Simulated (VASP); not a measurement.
Crystal: Zn2Ga2O3.

```
Zn Ga O
1.0
     3.22000    0.00000    0.00000
    -1.61000    2.78860    0.00000
     0.00000    0.00000   11.00000
Zn Ga O
2 2 3
Direct
  0.33333 0.66667 0.10000
  0.66667 0.33333 0.90000
  0.00000 0.00000 0.69500
  0.00000 0.00000 0.30500
  0.66667 0.33333 0.18500
  0.33333 0.66667 0.81500
  0.00000 0.00000 0.00000
```

The cell was built by a generator and needn't be a form met in nature.

```yaml
Program: VASP 6.6.1
Task: relaxation of cell and atoms
Functional: PBE
Potentials_or_basis: VASP PAW PBE potentials, release 64 (Zn, Ga_d, O)
Cutoff: 520 eV
k_mesh: 5 × 5 × 2
Occupations: gaussian, width 0.15 eV
Spin: no spin polarisation
```

At the start: pressure 8.4 GPa; volume 14.11 Å³/atom.

Task: How do energy, volume and symmetry change on relaxing?

Result: Over 17 steps the energy falls by 144.8 meV/atom and the volume is 14.70 Å³/atom (+4.2 %); space group P-3m1 (No. 164, to 0.05 Å).

Step by step:
```csv
step,energy change (eV),largest force (eV/Å),pressure (GPa),volume (Å³)
1,0.0000,1.4023,8.41,98.77
2,-0.6107,0.5515,-4.01,109.62
3,-0.6108,0.5674,-3.54,109.52
4,-0.8767,0.4329,-2.29,106.70
5,-0.9506,0.7136,-1.68,104.91
6,-0.8617,1.3764,0.99,101.15
7,-0.9591,0.8490,-1.50,104.12
8,-1.0027,0.1695,1.48,101.38
9,-1.0040,0.2237,0.95,101.81
10,-1.0040,0.1486,1.74,101.70
11,-1.0040,0.2145,0.93,101.76
12,-1.0125,0.1242,-0.60,102.91
13,-1.0125,0.1415,0.44,102.75
14,-1.0126,0.1188,-0.43,102.84
15,-1.0125,0.1492,-0.07,102.80
16,-1.0125,0.1281,0.02,102.82
17,-1.0139,0.0563,-0.40,102.90
```

Final structure:
```
CELL_PARAMETERS angstrom
3.08081 0.00000 0.00000
-1.54040 2.66806 0.00000
0.00000 0.00000 12.51907
ATOMIC_POSITIONS crystal
Zn 0.33333 0.66667 0.09874
Zn 0.66667 0.33333 0.90126
Ga 0.00000 0.00000 0.68691
Ga 0.00000 0.00000 0.31309
O 0.66667 0.33333 0.19638
O 0.33333 0.66667 0.80362
O 0.00000 0.00000 0.00000
```

Caveat: the k mesh is coarse (spacing up to 0.45 Å⁻¹), so the values aren't converged.
